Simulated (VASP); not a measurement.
# LiPm3 (Pm-3m) in VASP: reference runs, part 2 of 2

VASP 6.6.1. The steps go on from the part before.

### 3 Equation of state, PBE, collinear spin, ferromagnetic start, 29.36 Å³/atom (volume scaled by 0.94)

File INCAR:

```
  PREC = Accurate
  ENCUT = 520
  EDIFF = 1E-7
  ISMEAR = -1
  SIGMA = 0.05
  LREAL = F
  LASPH = T
  NELM = 120
  ALGO = Normal
  ISIF = 2
  LWAVE = F
  LCHARG = F
  ISPIN = 2
  MAGMOM = 4 4 4 0
  LORBIT = 11
  LMAXMIX = 6
  GGA = PE
  NBANDS = 36
```

File KPOINTS:

```
Automatic mesh
0
Gamma
  6 6 6
```

File POSCAR:

```
LiPm3
1.0
    4.8968941415      0.0000000000      0.0000000000
    0.0000000000      4.8968941415      0.0000000000
    0.0000000000      0.0000000000      4.8968941415
Pm Li
3 1
Direct
    0.0000000000      0.5000000000      0.5000000000
    0.5000000000      0.0000000000      0.5000000000
    0.5000000000      0.5000000000      0.0000000000
    0.0000000000      0.0000000000      0.0000000000
```

Potentials or basis: VASP PAW PBE potentials, release 64 (Pm, Li_sv).

Started as:

```
> cat potpaw_PBE.64/Pm/POTCAR potpaw_PBE.64/Li_sv/POTCAR > POTCAR
> mpirun -np 1 vasp_std > vasp.out
```

OUTCAR:

```text
PREC = Accurate
   ENCUT = 520
   EDIFF = 1E-7
   ISMEAR = -1
   LREAL = F
   LASPH = T
   NELM = 120
   ISIF = 2
   ISPIN = 2
   LORBIT = 11
   GGA = PE

 Found     20 irreducible k-points:

 Following reciprocal coordinates:
            Coordinates               Weight
  0.000000  0.000000  0.000000      1.000000
  0.166667  0.000000  0.000000      6.000000
  0.333333  0.000000  0.000000      6.000000
  0.500000  0.000000  0.000000      3.000000
  0.166667  0.166667  0.000000     12.000000
  0.333333  0.166667  0.000000     24.000000
   k-points           NKPTS =     20   k-points in BZ     NKDIM =     20   number of bands    NBANDS=     36
   number of dos      NEDOS =    301   number of ions     NIONS =      4
   total plane-waves  NPLWV =  46656
   dimension x,y,z NGX =    36 NGY =   36 NGZ =   36
   dimension x,y,z NGXF=    72 NGYF=   72 NGZF=   72
   ions per type =               3   1
   NGX,Y,Z   is equivalent  to a cutoff of  12.22, 12.22, 12.22 a.u.
   NGXF,Y,Z  is equivalent  to a cutoff of  24.44, 24.44, 24.44 a.u.
 SYSTEM =  unknown system
   PREC   = accura    normal or accurate (medium, high low for compatibility)
   ISTART =      0    job   : 0-new  1-cont  2-samecut
   ICHARG =      2    charge: 1-file 2-atom 10-const
   ISPIN  =      2    spin polarized calculation?
   LNONCOLLINEAR =      F non collinear calculations
   LSORBIT =      F    spin-orbit coupling
   LASPH  =      T    aspherical Exc in radial PAW
   ENCUT  =  520.0 eV  38.22 Ry    6.18 a.u.   9.10  9.10  9.10*2*pi/ulx,y,z
   NELM   =    120;   NELMIN=  2; NELMDL= -5     # of ELM steps
   EDIFF  = 0.1E-06   stopping-criterion for ELM
   LREAL  =      F    real-space projection
   EDIFFG = 0.1E-05   stopping-criterion for IOM
   NSW    =      0    number of steps for IOM
   IBRION =     -1    ionic relax: 0-MD 1-quasi-New 2-CG
   NFREE  =      0    steps in history (QN), initial steepest desc. (CG)
   ISIF   =      2    stress and relaxation
   ISYM   =      2    0-nonsym 1-usesym 2-fastsym
   POTIM  = 0.5000    time-step for ionic-motion
   TEBEG  =    0.0;   TEEND  =   0.0 temperature during run
   PSTRESS=    0.0 pullay stress
   NELECT =      48.0000    total number of electrons
[... 40 lines left out ...]
 fundamental gap:      0.0250383712
 Fermi energy:         5.2855995375

 spin component 1

 k-point     1 :       0.0000    0.0000    0.0000
  band No.  band energies     occupation
      1     -40.4460      1.00000
      2     -33.4442      1.00000
      3     -33.2307      1.00000
      4     -33.2307      1.00000
      5     -14.3762      1.00000
      6     -14.3762      1.00000
[... 223 lines left out ...]
     35       5.4225      0.06072
     36       5.4804      0.01992

 [... further k-points ...]

 spin component 2

 k-point     1 :       0.0000    0.0000    0.0000
  band No.  band energies     occupation
      1     -40.4300      1.00000
      2     -31.2229      1.00000
      3     -30.9860      1.00000
      4     -30.9860      1.00000
      5     -12.7170      1.00000
      6     -12.7170      1.00000
[... 223 lines left out ...]
     35       8.4728      0.00000
     36       8.5205      0.00000

 [... further k-points ...]

------------------------ aborting loop because EDIFF is reached ----------------------------------------

  FORCE on cell =-STRESS in cart. coord.  units (eV):
  Direction    XX          YY          ZZ          XY          YZ          ZX
  --------------------------------------------------------------------------------------
  -------------------------------------------------------------------------------------
  Total        1.7172036      1.7172036      1.7172036     -0.0000000     -0.0000000      0.0000000
  in kB       23.4298894     23.4298894     23.4298894     -0.0000000     -0.0000000      0.0000000
  external PRESSURE =      23.4298894 kB  Pullay stress =       0.0000000 kB

 VOLUME and BASIS-vectors are now :
 -----------------------------------------------------------------------------
  energy-cutoff  :      520.00
  volume of cell :      117.43
      direct lattice vectors                 reciprocal lattice vectors
     4.896894141  0.000000000  0.000000000     0.204211072  0.000000000  0.000000000
     0.000000000  4.896894141  0.000000000     0.000000000  0.204211072  0.000000000
     0.000000000  0.000000000  4.896894141     0.000000000  0.000000000  0.204211072

 POSITION                                       TOTAL-FORCE (eV/Angst)
 -----------------------------------------------------------------------------------
      0.00000      2.44845      2.44845         0.000000      0.000000      0.000000
      2.44845      0.00000      2.44845         0.000000      0.000000      0.000000
      2.44845      2.44845      0.00000         0.000000      0.000000      0.000000
      0.00000      0.00000      0.00000         0.000000      0.000000      0.000000
 -----------------------------------------------------------------------------------
    total drift:                                0.000000      0.000000      0.000000

  FREE ENERGIE OF THE ION-ELECTRON SYSTEM (eV)
  ---------------------------------------------------
  free  energy   TOTEN  =       -24.6094601988 eV

  energy  without entropy=      -24.4496632754  energy(sigma->0) =      -24.52956174

 total charge

# of ion       s       p       d       f       tot
--------------------------------------------------
    1        2.050   5.483   0.533   4.394  12.459
    2        2.050   5.483   0.533   4.394  12.459
    3        2.050   5.483   0.533   4.394  12.459
    4        2.045   0.049   0.000   0.000   2.094
--------------------------------------------------
tot          8.193  16.498   1.599  13.181  39.471

 magnetization (x)

# of ion       s       p       d       f       tot
--------------------------------------------------
    1        0.003   0.028   0.289   4.380   4.701
    2        0.003   0.028   0.289   4.380   4.701
    3        0.003   0.028   0.289   4.380   4.701
    4       -0.002   0.015   0.000   0.000   0.013
--------------------------------------------------
tot          0.008   0.100   0.867  13.140  14.115
```

It took 10 min on 1 thread of AMD EPYC 9R45 (Zen 5), shared host; peak memory 0.3 GiB.

What came out:

- Free energy: -24.6095 eV
- Band gap on the k mesh: none (metal or under the smearing width)
- Net moment: 16.56 μB per cell
- Site moments: Pm +4.70; Li +0.01 μB
- Valence electrons inside the program's atomic spheres: Pm 12.46; Li 2.09

Caveat: the cutoff is under 1.25 times the usual one of these potentials, so pressure, stress and relaxed cells hold a basis-set (Pulay) error; the magnetic or orbital state may not be the lowest; spin-orbit coupling is left out, which moves the levels of the heavy elements; without U or exact exchange the open f shell lies at the Fermi level, which spoils levels, moments and volumes.
